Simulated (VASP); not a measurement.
Input:

```
CELL_PARAMETERS angstrom
      0.00000     2.92502     2.92502
      2.92502     0.00000     2.92502
      2.92502     2.92502     0.00000
ATOMIC_POSITIONS crystal
  Eu 0.00000 0.00000 0.00000
  S  0.50000 0.50000 0.50000
```

Calculation: optB88-vdW, VASP's PBE PAW potentials (set 64) (plane waves; VASP 6.6.1). Settings: 520 eV cut-off, Gaussian smearing of 0.050 eV, potentials Eu_2 S.

The 4f electrons are frozen in the core of the lanthanide potential, so 4f levels, which can set the real gap, and their magnetism are missing.

Task: Give the energies of bands 5 to 10 at the high-symmetry points, in eV from the valence-band maximum.

Result: 
| band | Γ | X | U | L | W |
|---|---|---|---|---|---|
| 5 | 0.00 | -1.33 | -1.56 | -2.88 | -1.57 |
| 6 | 0.00 | -0.42 | -1.26 | -1.38 | -1.12 |
| 7 | 0.00 | -0.42 | -0.91 | -1.38 | -1.12 |
| 8 | 4.04 | 1.98 | 3.46 | 5.80 | 4.73 |
| 9 | 4.04 | 6.33 | 6.77 | 6.46 | 4.73 |
| 10 | 4.04 | 6.49 | 7.35 | 7.01 | 6.80 |

The gap is indirect, 1.98 eV, from the valence maximum at Γ to the conduction minimum at X.

The compound is EuS in the rock salt structure. It was relaxed first, which changed the volume by -6 %.
